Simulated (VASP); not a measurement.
A run of VASP 6.6.1 is set up as follows.

INCAR

```
SYSTEM = TaAs
  ALGO = Fast
  EDIFF = 1E-7
  EDIFFG = -0.01
  ENCUT = 600
  GGA = PS
  IBRION = 2
  ISIF = 3
  ISMEAR = -1
  LASPH = .TRUE.
  LCHARG = .FALSE.
  LEFG = .TRUE.
  LREAL = .FALSE.
  LWAVE = .FALSE.
  NELM = 60
  NSW = 80
  PREC = Accurate
  SIGMA = 0.05
```

The input KPOINTS:

```
k-points
0
G
  13 13 13
  0 0 0
```

The input POSCAR:

```
TaAs                                    
1.0
   -1.7218133622      1.7218133622      5.8679415361
    1.7218133622     -1.7218133622      5.8679415361
    1.7218133622      1.7218133622     -5.8679415361
  Ta              As            
     2     2
Direct
     0.5000572083055702    0.0000572083055703    0.5000000000000000
     0.7500572083055702    0.7500572083055702    1.0000000000000000
     0.0825422116944309    0.5825422116944309    0.5000000000000000
     0.3325422116944309    0.3325422116944309    0.0000000000000000
```

Potentials or basis: VASP PAW PBE potentials, release 64 (Ta_pv, As).

Run with:

```bash
$ cat potpaw_PBE.64/Ta_pv/POTCAR potpaw_PBE.64/As/POTCAR > POTCAR
$ mpirun -np 1 vasp_std > vasp.out
```

Task: Estimate the relaxed cell.

Result: a = 6.285 Å, b = 6.285 Å, c = 6.285 Å, α = 148.30°, β = 148.30°, γ = 45.44°.

Task: Estimate the space group after relaxing (to 0.05 Å).

Result: I4_1md (No. 109).

The path:
```csv
step,energy change (eV),largest force (eV/Å),pressure (GPa),volume (Å³)
1,0.0000,0.0027,-3.24,69.59
2,0.0340,0.0640,6.98,66.11
3,-0.0128,0.0175,0.04,68.36
4,-0.0128,0.0179,0.11,68.34
5,-0.0138,0.0360,0.07,68.32
6,-0.0139,0.0443,0.05,68.31
7,-0.0140,0.0059,-0.10,68.35
8,-0.0140,0.0045,-0.07,68.35
9,-0.0140,0.0046,0.12,68.28
10,-0.0140,0.0006,0.01,68.32
```

Caveat: the PAW data sets were made with another functional, which shifts forces and pressure a little. The run has no spin-orbit coupling, so splittings on Ta are missing.
